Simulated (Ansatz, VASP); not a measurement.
**ZrAs3 in VASP and in Ansatz**

```xyz
4
Lattice="0.0000 3.3880 3.3880 3.3880 0.0000 3.3880 3.3880 3.3880 0.0000" Properties=species:S:1:pos:R:3 pbc="T T T"
Zr    3.3880    3.3880    3.3880
As    1.6940    1.6940    1.6940
As    5.0819    5.0819    5.0819
As    0.0000    0.0000    0.0000
```

Alike in both runs: functional PBE; k mesh 12 × 12 × 12; occupations gaussian, width 0.1 eV; no spin polarisation.

Ansatz relaxed the structure, and its values are those at the end. VASP's run is a single point on that final structure, the one shown.

|  | VASP | Ansatz |
| --- | --- | --- |
| version | VASP 6.6.1 | Ansatz 0.2.0 |
| potentials or method | VASP PAW PBE potentials, release 64 (Zr_sv, As) | scalar-relativistic, plane waves, PAW |
| plane-wave cutoff (eV) | 520 | 420 |
| valence electrons in the cell | 27 | 57 |

```csv
,VASP,Ansatz,Ansatz less VASP
gap on the k mesh at the Fermi level (eV),none,none,-
pressure (GPa),0.1,0.0,-0.13
```

A gap of «none» marks a metal or a gap that the smearing closes. With one functional, cell and mesh, what is left measures potentials, basis and numerics. The two sets of potentials don't hold the same shells in valence.
